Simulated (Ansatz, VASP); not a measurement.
# Ge2WN4 in two plane-wave programs, part 2 of 2

Aim: how closely do two programs agree when they are given the same cell, functional and k mesh? The cell is taken from a series of runs on this material, whose earlier steps may have relaxed, scaled, displaced or heated it; both programs get it as it stands.

VASP 6.6.1 and Ansatz 0.2.0.

So far: The starting structure; VASP: single point, PBE; Ansatz: single point, PBE; Differences.

## Step 5: VASP: single point, PBE, spin-orbit coupling

Level of this step: PBE, spin-orbit coupling, no spin polarisation; plane waves and PAW (W, N, Ge_d) (VASP).

A single point gives forces, pressure and levels at one fixed geometry, so differences don't come from the geometry; what else differs is listed under the comparison.

INCAR reads:

```
SYSTEM = Ge2WN4
PREC = Accurate
ENCUT = 520
EDIFF = 1E-06
NELM = 200
ISMEAR = -1
SIGMA = 0.02
LREAL = .FALSE.
ALGO = Normal
GGA = PE
LNONCOLLINEAR = .TRUE.
MAGMOM = 0 0 0 0 0 0 0 0 0 0 0 0 0 0 0 0 0 0 0 0 0
NBANDS = 68
GGA_COMPAT = .FALSE.
LASPH = .TRUE.
LSORBIT = .TRUE.
LMAXMIX = 4
LORBIT = 11
LWAVE = .FALSE.
LCHARG = .FALSE.
ISIF = 2
LDIPOL = .TRUE.
IDIPOL = 3
DIPOL = 0.5 0.5 0.5
LVHAR = .TRUE.
EFERMI = MIDGAP
NELMDL = -8
KPAR = 2
```

POSCAR reads:

```
Ge2WN4
1.0
    3.0225679901      0.0000000000      0.0000000000
   -1.5112839950      2.6176206641      0.0000000000
    0.0000000000      0.0000000000     38.0000000000
W N Ge
1 4 2
Direct
    0.0000000000      0.0000000000      0.5000000000
    0.3333333333      0.6666666667      0.5320268673
    0.3333333333      0.6666666667      0.4679731327
    0.6666666667      0.3333333333      0.5976206751
    0.6666666667      0.3333333333      0.4023793249
    0.3333333333      0.6666666667      0.5814330809
    0.3333333333      0.6666666667      0.4185669191
```

KPOINTS reads:

```
Automatic mesh
0
Gamma
9 9 1
0 0 0
```

The projector-augmented-wave data sets are W, N and Ge_d (PBE family, release 64).

Launch:

```sh
mpirun -np 2 vasp_ncl
```

Numbers of over 12 decimals in the logs are rounded to 6 here.

Log:

```text
[... set-up lines as in an earlier step ...]
 entering main loop
       N       E                     dE             d eps       ncg     rms          rms(c)
DAV:   1     0.667192910662E+03    0.66719E+03   -0.24033E+04  3412   0.209E+03
DAV:   2     0.653009515721E+02   -0.60189E+03   -0.58003E+03  3368   0.604E+02
DAV:   3    -0.569106717879E+02   -0.12221E+03   -0.12072E+03  3568   0.212E+02
DAV:   4    -0.659888462675E+02   -0.90782E+01   -0.90037E+01  3408   0.764E+01
[...]
DAV:  27    -0.571751198721E+02   -0.21679E-05   -0.64268E-08  1876   0.107E-03    0.109E-04
DAV:  28    -0.571751213670E+02   -0.14949E-05   -0.50104E-08  1984   0.917E-04    0.138E-04
DAV:  29    -0.571751219052E+02   -0.53814E-06   -0.16045E-08  1804   0.741E-04
   1 F= -.57175122E+02 E0= -.57175122E+02  d E =-.899396E-15  mag=    -0.0000     0.0000    -0.0000
```

OUTCAR, selected parts (step 5):

```text
  Total       -0.3328593     -0.3328593     -0.2802613     -0.0000000     -0.0000000     -0.0000000
  in kB       -1.7738010     -1.7738010     -1.4935073     -0.0000000     -0.0000000     -0.0000000
  external PRESSURE =      -1.6803697 kB  Pullay stress =       0.0000000 kB

 POSITION                                       TOTAL-FORCE (eV/Angst)
 -----------------------------------------------------------------------------------
      0.00000      0.00000     19.00000         0.000000      0.000000      0.000000
     -0.00000      1.74508     20.21702        -0.000000     -0.000000      0.041124
     -0.00000      1.74508     17.78298         0.000000     -0.000000     -0.041124
      1.51128      0.87254     22.70959        -0.000000     -0.000000     -0.043122
      1.51128      0.87254     15.29041         0.000000      0.000000      0.043122
     -0.00000      1.74508     22.09446         0.000000      0.000000      0.002652
     -0.00000      1.74508     15.90554        -0.000000      0.000000     -0.002652
 -----------------------------------------------------------------------------------
    total drift:                               -0.000001      0.000001      0.000000

  FREE ENERGIE OF THE ION-ELECTRON SYSTEM (eV)
  ---------------------------------------------------
  free  energy   TOTEN  =       -57.1751219052 eV

  energy  without entropy=      -57.1751219052  energy(sigma->0) =      -57.17512191

 magnetization (x)
# of ion       s       p       d       tot
------------------------------------------
    1        0.000  -0.000  -0.000  -0.000
    2        0.000  -0.000   0.000  -0.000
    3        0.000   0.000   0.000   0.000
    4        0.000   0.000   0.000   0.000
    5       -0.000  -0.000   0.000  -0.000
    6       -0.000   0.000   0.000   0.000
    7        0.000  -0.000  -0.000  -0.000
--------------------------------------------------
tot         -0.000   0.000   0.000   0.000

 magnetization (y)
# of ion       s       p       d       tot
------------------------------------------
    1        0.000   0.000   0.000   0.000
    2        0.000   0.000   0.000   0.000
    3       -0.000  -0.000   0.000  -0.000
    4       -0.000   0.000   0.000  -0.000
    5       -0.000  -0.000   0.000  -0.000
    6        0.000   0.000  -0.000  -0.000
    7        0.000   0.000   0.000   0.000
--------------------------------------------------
tot         -0.000  -0.000  -0.000  -0.000

 magnetization (z)
# of ion       s       p       d       tot
------------------------------------------
    1        0.000   0.000   0.000   0.000
    2       -0.000   0.000   0.000  -0.000
    3       -0.000   0.000   0.000  -0.000
    4        0.000   0.000   0.000   0.000
    5       -0.000   0.000   0.000  -0.000
    6       -0.000   0.000   0.000   0.000
    7        0.000   0.000   0.000   0.000
--------------------------------------------------
tot         -0.000   0.000   0.000   0.000

[... 1 part as in an earlier step ...]

[... 2 further parts left out ...]
[key lines of the parts left out:]
E-fermi :  -1.4719
```

## Step 6: Ansatz: single point, PBE, spin-orbit coupling

The same cell, functional, mesh and smearing now go to Ansatz, which takes its cutoff from its data sets.

The cell is taken from a series of runs on this material, whose earlier steps may have relaxed, scaled, displaced or heated it; both programs get it as it stands.

input.yaml reads:

```yaml
crystal:
  lattice:
    - [3.0225679901, 0.0, 0.0]
    - [-1.511283995, 2.6176206641, 0.0]
    - [0.0, 0.0, 38.0]
  atoms:
    - { symbol: W, position: [0.0, 0.0, 0.5] }
    - { symbol: "N", position: [0.3333333333, 0.6666666667, 0.5320268673] }
    - { symbol: "N", position: [0.3333333333, 0.6666666667, 0.4679731327] }
    - { symbol: Ge, position: [0.3333333333, 0.6666666667, 0.5814330809] }
    - { symbol: Ge, position: [0.3333333333, 0.6666666667, 0.4185669191] }
    - { symbol: "N", position: [0.6666666667, 0.3333333333, 0.5976206751] }
    - { symbol: "N", position: [0.6666666667, 0.3333333333, 0.4023793249] }
  periodic: [true, true, false]
kpoints:
  mp_grid: { grid: [9, 9, 1] }
  band_path:
    path:
      - [0, 0, 0]
      - [0.5, 0, 0]
      - [0.3333333333333, 0.3333333333333, 0]
      - [0, 0, 0]
    npoints: 10
hamiltonian:
  xc: pbe
  pseudopotentials: { kind: paw_fr, azcp: { folder: soft_1 } }
scf:
  occupations: { method: fermi_dirac, width: 0.02 }
  n_extra_bands: 12
magnetization:
  noncollinear: true
  spin_orbit: true
output:
  eigenvalues: true
```

Launch:

```sh
ansatz run input.yaml --threads 4 --pin off --max-ram 17510MiB --backend cpu --events-out ev --progress --plain --runs-dir out
```

Log:

```text
[...]
non-collinear run that drives no moment, with spin-orbit: no starting moment large enough to seed its density (crystal.atoms[].spin), no starting occupations that ask for one, no magnetisation constraint and no magnetic field, so the semilocal B_xc is pinned to zero
Crystal: 7 atoms, lattice volume = 300.654 Å³
Basis set: ecut = 420 eV, 5767 PW (Γ)
[...]
k-point 0: bands = [... 58 lower, -7.4650, -7.4650, -5.3554, -5.3554, -3.5097, -3.5097, -3.4883, -3.4883, ... 8 higher]
  k-point 1: bands = [... 58 lower, -7.3274, -7.3274, -5.3702, -5.3702, -3.5140, -3.5140, -3.0437, -3.0437, ... 8 higher]
  k-point 2: bands = [... 58 lower, -7.4818, -7.4818, -6.1245, -6.1245, -3.1297, -3.1297, -2.5670, -2.5670, ... 8 higher]
  k-point 11: bands = [... 58 lower, -7.9115, -7.8773, -6.1006, -5.6548, -4.0527, -4.0362, -1.9690, -1.5203, ... 8 higher]
[key lines of the parts left out:]
SCF converged after 10 iterations
Magnetization: |M| = 0.0000 μB,  M = (+0.0000, +0.0000, +0.0000) μB
Free energy (F): -20538.190091 eV
Fermi energy:    -4.694159 eV
```

## Step 7: Comparison

What differs besides the data sets and the points named for the pairs above, as far as they apply: spin-orbit coupling enters by fully relativistic files in Ansatz and inside the spheres in VASP; the data sets hold 62 valence electrons in Ansatz (on its PAW fully relativistic soft_1 files) and 54 in VASP. Total energies have different zeros and are not compared.

Compared:

```tsv
quantity	Ansatz	VASP	difference
gap on the k mesh (eV)	1.303	1.281	+0.022
```

A gap on the mesh is an upper bound, since the band edges may lie between its points. With vacuum in the cell, a pressure given here is an average over mostly empty space and none of the material.

## Step 8: Summary of results

| Item | Value |
| --- | --- |
| difference in gap on the k mesh (single point, PBE) | 0.017 eV |
| difference in gap on the k mesh (single point, PBE, spin-orbit coupling) | 0.022 eV |

**Reading.** The difference in gap on the k mesh is 0.022 eV (single point, PBE, spin-orbit coupling), within the 0.08 eV picked in this series as the mark of a large difference. The data sets hold unlike numbers of valence electrons (62 in Ansatz and 54 in VASP), so part of the differences comes from the potentials. How closely two codes agree says nothing of how well the functional describes the real material.

[Lines on the potential files, build, host, timing and source positions are cut from VASP's logs without a mark.]

[Logs are printed without paths, hosts, clocks, repeated set-up lines and the standing remarks that a program may print on its own settings, such as how far it seeks lower states.]

[Hosts, paths, dates, database ids (printed as entryN), source tags and the programs' standing remarks are cut or masked in the printed files.]
